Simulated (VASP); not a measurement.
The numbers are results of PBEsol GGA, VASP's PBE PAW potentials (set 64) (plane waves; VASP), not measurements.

The input files of a VASP run:

KPOINTS:
```
Automatic mesh
0
Gamma
6 6 6
0 0 0
```

POSCAR:
```
B
1.0
  4.3994007846  -2.4398096240   0.0011163686
  4.3994007846   2.4398096240   0.0011163686
  3.0453203651   0.0000000000   4.0041748570
B
12
Cartesian
  2.9554172839   1.5695068192   0.0431103061
  2.0843499545   0.0000000000   2.6182405680
  2.9554172839  -1.5695068192   0.0431103061
  8.8887046504  -1.5695068192   3.9632972881
  9.7597719798  -0.0000000000   1.3881670262
  8.8887046504   1.5695068192   3.9632972881
  4.4206511662   0.9951803198   0.8887862822
  3.8683317673   0.0000000000   2.5216042643
  4.4206511662  -0.9951803198   0.8887862822
  7.4234707681  -0.9951803198   3.1176213120
  7.9757901670   0.0000000000   1.4848033299
  7.4234707681   0.9951803198   3.1176213120
```

INCAR:
```
ENCUT  =  520   ! plane-wave cut-off (eV)
NELM  =  100   ! most electronic steps
LREAL  =  .FALSE.   ! projection in real space or not
LWAVE  =  .FALSE.
ISIF  =  2
GGA  =  PS
PREC  =  Accurate
LORBIT  =  11   ! lm-projected
SYSTEM  =  B
NEDOS  =  601   ! DOS grid
LEFG  =  .TRUE.
EDIFF  =  1E-7
LASPH  =  .TRUE.
LCHARG  =  .TRUE.
ALGO  =  Normal
ISMEAR  =  -5   ! tetrahedra, Bloechl
```

POTCAR, in this order: B (PBE.64 set). Program: vasp_std.

Output

File OUTCAR:
```
 ion  position               nearest neighbor table
   1  0.011  0.654  0.011-   4 1.67   2 1.74   3 1.74   7 1.79  11 1.79  12 1.79
   2  0.011  0.011  0.654-   5 1.67   3 1.74   1 1.74   8 1.79  10 1.79  12 1.79
   3  0.654  0.011  0.011-   6 1.67   2 1.74   1 1.74   9 1.79  11 1.79  10 1.79
   4  0.989  0.346  0.989-   1 1.67   5 1.74   6 1.74  10 1.79   8 1.79   9 1.79
   5  0.989  0.989  0.346-   2 1.67   4 1.74   6 1.74  11 1.79   9 1.79   7 1.79
   6  0.346  0.989  0.989-   3 1.67   5 1.74   4 1.74  12 1.79   8 1.79   7 1.79
   7  0.222  0.630  0.222-  12 1.78  11 1.78   1 1.79   5 1.79   6 1.79   8 1.99   9 1.99
   8  0.222  0.222  0.630-  10 1.78  12 1.78   2 1.79   4 1.79   6 1.79   7 1.99   9 1.99
   9  0.630  0.222  0.222-  10 1.78  11 1.78   3 1.79   5 1.79   4 1.79   8 1.99   7 1.99
  10  0.778  0.370  0.778-   9 1.78   8 1.78   4 1.79   2 1.79   3 1.79  11 1.99  12 1.99
  11  0.778  0.778  0.370-   7 1.78   9 1.78   5 1.79   3 1.79   1 1.79  10 1.99  12 1.99
  12  0.370  0.778  0.778-   7 1.78   8 1.78   6 1.79   2 1.79   1 1.79  11 1.99  10 1.99
  LATTYP: Found a trigonal (rhomboedric) cell.
 ALAT       =     5.0306460332
 COS(alpha) =     0.5295706820
 Subroutine PRICEL returns:
 Original cell was already a primitive cell.
 Subroutine GETGRP returns: Found 12 space group operations
The static configuration has the point symmetry D_3d.
The dynamic configuration has the point symmetry D_3d.
 Subroutine INISYM returns: Found 12 space group operations
 Subroutine IBZKPT returns following result:
 Found     32 irreducible k-points:

...
```

### OSZICAR
```
       N       E                     dE             d eps       ncg     rms          rms(c)
DAV:   1     0.859641903992E+02    0.85964E+02   -0.17119E+04  1600   0.132E+03
DAV:   2    -0.832088331435E+02   -0.16917E+03   -0.16466E+03  2138   0.245E+02
DAV:   3    -0.890704534660E+02   -0.58616E+01   -0.58247E+01  2136   0.429E+01
DAV:   4    -0.891220552469E+02   -0.51602E-01   -0.51529E-01  2000   0.435E+00
DAV:   5    -0.891227587886E+02   -0.70354E-03   -0.70313E-03  2141   0.477E-01    0.113E+01
DAV:   6    -0.853266660389E+02    0.37961E+01   -0.56107E+00  1931   0.126E+01    0.618E+00
DAV:   7    -0.845112192041E+02    0.81545E+00   -0.25494E+00  1977   0.832E+00    0.202E+00
DAV:   8    -0.844735894842E+02    0.37630E-01   -0.31442E-01  1923   0.324E+00    0.470E-01
DAV:   9    -0.844727420392E+02    0.84744E-03   -0.31194E-02  1927   0.105E+00    0.154E-01
DAV:  10    -0.844726219519E+02    0.12009E-03   -0.37166E-03  1907   0.369E-01    0.380E-02
DAV:  11    -0.844726508433E+02   -0.28891E-04   -0.20667E-04  2158   0.881E-02    0.189E-02
DAV:  12    -0.844726231918E+02    0.27651E-04   -0.11718E-04  1931   0.594E-02    0.535E-03
DAV:  13    -0.844726263962E+02   -0.32044E-05   -0.10216E-05  1949   0.189E-02    0.244E-03
DAV:  14    -0.844726265138E+02   -0.11761E-06   -0.13044E-06  2027   0.611E-03    0.602E-04
DAV:  15    -0.844726265859E+02   -0.72086E-07   -0.11761E-07  1328   0.215E-03
   1 F= -.84472627E+02 E0= -.84472627E+02  d E =0.000000E+00
```

File OUTCAR:
```
------------------------ aborting loop because EDIFF is reached ----------------------------------------
  FORCE on cell =-STRESS in cart. coord.  units (eV):
  Direction    XX          YY          ZZ          XY          YZ          ZX
  --------------------------------------------------------------------------------------
  Total       -0.0023791     -0.0891612     -0.0792316     -0.0000000      0.0000000      0.0293551
  in kB       -0.0443516     -1.6621800     -1.4770666     -0.0000000      0.0000000      0.5472489
  external PRESSURE =      -1.0611994 kB  Pullay stress =       0.0000000 kB
  volume of cell :       85.94
      direct lattice vectors                 reciprocal lattice vectors
     4.399400785 -2.439809624  0.001116369     0.113673779 -0.204934022 -0.086453036
     4.399400785  2.439809624  0.001116369     0.113673779  0.204934022 -0.086453036
     3.045320365  0.000000000  4.004174857    -0.000063385  0.000000000  0.249787550
 POSITION                                       TOTAL-FORCE (eV/Angst)
 -----------------------------------------------------------------------------------
      2.95542      1.56951      0.04311        -0.011100     -0.017162      0.006705
      2.08435      0.00000      2.61824        -0.001576     -0.000000     -0.021453
      2.95542     -1.56951      0.04311        -0.011100      0.017162      0.006705
      8.88870     -1.56951      3.96330         0.011100      0.017162     -0.006705
      9.75977      0.00000      1.38817         0.001576     -0.000000      0.021453
      8.88870      1.56951      3.96330         0.011100     -0.017162     -0.006705
      4.42065      0.99518      0.88879        -0.003211      0.013261     -0.009168
      3.86833      0.00000      2.52160        -0.010570     -0.000000      0.012589
      4.42065     -0.99518      0.88879        -0.003211     -0.013261     -0.009168
      7.42347     -0.99518      3.11762         0.003211     -0.013261      0.009168
      7.97579      0.00000      1.48480         0.010570     -0.000000     -0.012589
      7.42347      0.99518      3.11762         0.003211      0.013261      0.009168
 -----------------------------------------------------------------------------------
    total drift:                                0.000000      0.000000      0.000000
  FREE ENERGIE OF THE ION-ELECTRON SYSTEM (eV)
  ---------------------------------------------------
  free  energy   TOTEN  =       -84.4726265859 eV

  energy  without entropy=      -84.4726265859  energy(sigma->0) =      -84.47262659

 total charge

# of ion       s       p       d       tot
------------------------------------------
    1        0.706   1.407   0.000   2.112
    2        0.706   1.407   0.000   2.112
    3        0.706   1.407   0.000   2.112
    4        0.706   1.407   0.000   2.112
    5        0.706   1.407   0.000   2.112
    6        0.706   1.407   0.000   2.112
    7        0.657   1.297   0.000   1.954
    8        0.657   1.297   0.000   1.954
    9        0.657   1.297   0.000   1.954
   10        0.657   1.297   0.000   1.954
   11        0.657   1.297   0.000   1.954
   12        0.657   1.297   0.000   1.954
--------------------------------------------------
tot          8.174  16.225   0.000  24.399
```
(Selected blocks of OUTCAR.)

The compound is B in the alpha structure. It was relaxed first.
